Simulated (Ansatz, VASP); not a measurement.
# PtC in two plane-wave programs, part 2 of 2

One calculation is typed for both programs; each brings its own data sets. How far apart do they land? The cell is generated by rule, not measured, and may not be a known phase. The two relaxations start from unlike cells of this crystal (the structure described is Ansatz's start), so only their ends are compared.

VASP 6.6.1 and Ansatz 0.2.0.

So far: The structure; VASP: relaxation of cell and atoms, PBEsol, pair 1; Ansatz: relaxation of cell and atoms, PBEsol, pair 1; Differences.

### 5. VASP: relaxation of cell and atoms, PBEsol, pair 2

Level of this step: PBEsol; plane waves and PAW (Pt, C); invented cell (VASP).

The relaxed volume is the usual yardstick between codes: in a stiff, nearly cubic crystal its relative difference is about their pressure difference at one cell divided by the bulk modulus.

Input file INCAR:

```
SYSTEM = PtC
PREC = Accurate
ENCUT = 600
EDIFF = 1E-07
NELM = 120
ISMEAR = 1
SIGMA = 0.15
LREAL = .FALSE.
ALGO = Normal
GGA = PS
NBANDS = 13
LASPH = .TRUE.
LORBIT = 11
LWAVE = .FALSE.
LCHARG = .FALSE.
ISIF = 3
IBRION = 2
NSW = 80
EDIFFG = -0.005
GGA_COMPAT = .FALSE.
NELMIN = 4
KPAR = 2
```

Input file POSCAR:

```
PtC
1.0
    3.0735985224     -0.6967894924     -0.6967894924
   -0.6967894924      3.0735985224      0.6967894924
   -0.6967894924      0.6967894924      3.0735985224
Pt C
1 1
Direct
    0.0904530913      0.9095469087      0.9095469087
    0.3469840759      0.6530159241      0.6530159241
```

Input file KPOINTS:

```
Automatic mesh
0
Gamma
16 16 16
0 0 0
```

Potentials, in the order of the species: Pt and C (PBE family, release 64).

Started as:

```
$ mpirun -np 2 vasp_std
```

Numbers of over 12 decimals in the logs are rounded to 6 here.

What it wrote:

```text
[banner, memory and clock lines left out]
running    2 mpi-ranks, on    1 nodes
[...]
[... a notice as in an earlier step ...]

 LDA part: xc-table for (Slater+PW92), standard interpolation
 POSCAR, INCAR and KPOINTS ok, starting setup
[...]
entering main loop
       N       E                     dE             d eps       ncg     rms          rms(c)
DAV:   1     0.591578696883E+02    0.59158E+02   -0.74209E+03 10850   0.111E+03
DAV:   2    -0.149365864809E+02   -0.74094E+02   -0.68298E+02 13102   0.216E+02
DAV:   3    -0.169987770101E+02   -0.20622E+01   -0.20500E+01 12522   0.365E+01
DAV:   4    -0.170098074091E+02   -0.11030E-01   -0.11029E-01 12127   0.309E+00
[...]
DAV:  12    -0.148237889630E+02    0.29728E-06   -0.11474E-06 11697   0.820E-03    0.547E-03
DAV:  13    -0.148237888000E+02    0.16303E-06   -0.12776E-07  7864   0.296E-03    0.700E-04
DAV:  14    -0.148237888083E+02   -0.83207E-08   -0.22635E-08  5576   0.135E-03
   1 F= -.14823789E+02 E0= -.14823698E+02  d E =-.148238E+02
[... from here on, the cycles between the ionic steps are left out ...]
   2 F= -.14830842E+02 E0= -.14830711E+02  d E =-.705314E-02
   3 F= -.14832590E+02 E0= -.14832470E+02  d E =-.880085E-02
   4 F= -.14843542E+02 E0= -.14843521E+02  d E =-.109525E-01
   5 F= -.14846360E+02 E0= -.14846515E+02  d E =-.137705E-01
   6 F= -.14846984E+02 E0= -.14847125E+02  d E =-.623893E-03
   7 F= -.14847706E+02 E0= -.14847856E+02  d E =-.134586E-02
   8 F= -.14847697E+02 E0= -.14847852E+02  d E =0.905749E-05
   9 F= -.14847727E+02 E0= -.14847880E+02  d E =-.213075E-04
[...]
reached required accuracy - stopping structural energy minimisation
```

From OUTCAR (step 5):

```text
  Total        0.0012877      0.0012877      0.0012877      0.0018214     -0.0018214      0.0018214
  in kB        0.0810039      0.0810039      0.0810039      0.1145741     -0.1145741      0.1145741
  external PRESSURE =       0.0810039 kB  Pullay stress =       0.0000000 kB

 POSITION                                       TOTAL-FORCE (eV/Angst)
 -----------------------------------------------------------------------------------
     -1.11986      3.45484      3.45484        -0.000183      0.000183      0.000183
      0.04790      2.28708      2.28708         0.000183     -0.000183     -0.000183
 -----------------------------------------------------------------------------------
    total drift:                               -0.000023      0.000023      0.000023

  FREE ENERGIE OF THE ION-ELECTRON SYSTEM (eV)
  ---------------------------------------------------
  free  energy   TOTEN  =       -14.8477273102 eV

  energy  without entropy=      -14.8481847704  energy(sigma->0) =      -14.84787980

[... 1 part as in an earlier step ...]

[... 3 further parts left out ...]
[key lines of the parts left out:]
E-fermi :   8.9006
```

### 6. Ansatz: relaxation of cell and atoms, PBEsol, pair 2

Its own start cell and the same functional, mesh and smearing now go to Ansatz, which takes its cutoff from its data sets.

The two relaxations start from unlike cells of this crystal (the structure described is Ansatz's start), so only their ends are compared.

Input file input.yaml:

```yaml
crystal:
  lattice:
    - [2.7712460625, 0.0, 0.0]
    - [0.0, 2.7712460625, 0.0]
    - [0.0, 0.0, 2.7712460625]
  atoms:
    - { symbol: Pt, position: [0.0041046088, -0.0041046088, -0.0041046088] }
    - { symbol: C, position: [0.4333324858, 0.5666675142, 0.5666675142] }
kpoints:
  mp_grid: { grid: [16, 16, 16] }
hamiltonian:
  xc: pbesol
scf:
  occupations: { method: methfessel_paxton, width: 0.15 }
output:
  forces: true
  stress: true
  eigenvalues: true
relax:
  adjacent_minimum: "off"
  f_tol: 0.002
  max_steps: 120
  cell: { stress_tol: 0.03 }
```

Started as:

```
$ ansatz run input.yaml --threads 4 --pin off --max-ram 7168MiB --backend cpu --events-out ev --progress --plain --runs-dir out
```

What it wrote:

```text
[...]
Crystal: 2 atoms, lattice volume = 21.283 Å³
Basis set: ecut = 420 eV, 437 PW (Γ), exchange–correlation on 40×40×40 points (8 copies of the dense FFT grid, shifted against one another)
Bands: 15, of which v1, the nominal top of the filled ones, is band 11 counted from 1 (10 counted from 0)
Symmetry: 6 space group operations
[...]
k-points: 417 of 4096 (time reversal used)
[...]
k-point 416: bands = [... 7 lower, 10.1265, 13.3253, 13.3253, 14.2949, 19.2813, 19.2813, 22.6625, 26.6487]
--- Relaxed structure (27 steps of the walk, 25 accepted, 4 SCFs on fresh bases) ---
[...]
cell:  # Å, volume = 25.4341 Å³
    - [3.112175, -0.777988, -0.777988]
    - [-0.777988, 3.112175, 0.777988]
    - [-0.777988, 0.777988, 3.112175]
  atoms:
    - { symbol: Pt, position: [0.093715, -0.093715, -0.093715] }
    - { symbol: C, position: [0.343723, 0.656277, 0.656277] }
[key lines of the parts left out:]
SCF converged after 4 iterations
Free energy (F): -12628.755570 eV
Fermi energy:    16.894112 eV
P = ⅓ Tr σ = 0.0060 GPa (0.060 kbar)
```

### 7. Differences

What differs besides the data sets and the points named for the pairs above, as far as they apply: the data sets hold 22 valence electrons in Ansatz (on its default PAW (the set named soft_2) files) and 14 in VASP. Total energies have different zeros and are not compared.

The two programs side by side:

```tsv
quantity	Ansatz	VASP	difference
volume (Å³)	25.43	25.47	-0.14 %
edge a after relaxation, in the typed setting (Å)	3.301	3.303	-0.06 %
```

### 8. Summary of results

| Item | Value |
| --- | --- |
| difference in edge a after relaxation, in the typed setting (relaxation of cell and atoms, PBEsol, pair 1) | -0.032 % |
| difference in volume (relaxation of cell and atoms, PBEsol, pair 2) | -0.14 % |

What this shows: The difference in volume is -0.14 % (relaxation of cell and atoms, PBEsol, pair 2), within the 1.2 % picked in this series as the mark of a large difference, as far as the stopping tolerances let one tell. The data sets hold unlike numbers of valence electrons (22 in Ansatz and 14 in VASP), so part of the differences comes from the potentials. 1 further run of this series is not shown here. Such differences can come from data sets, numerical settings and the points named under the comparisons, not from the functional's error against experiment.

[Lines on the potential files, build, host, timing and source positions are cut from VASP's logs without a mark.]

[Logs are printed without paths, hosts, clocks, repeated set-up lines and the standing remarks that a program may print on its own settings, such as how far it seeks lower states.]

[Hosts, paths, dates, database ids (printed as entryN), source tags and the programs' standing remarks are cut or masked in the printed files.]
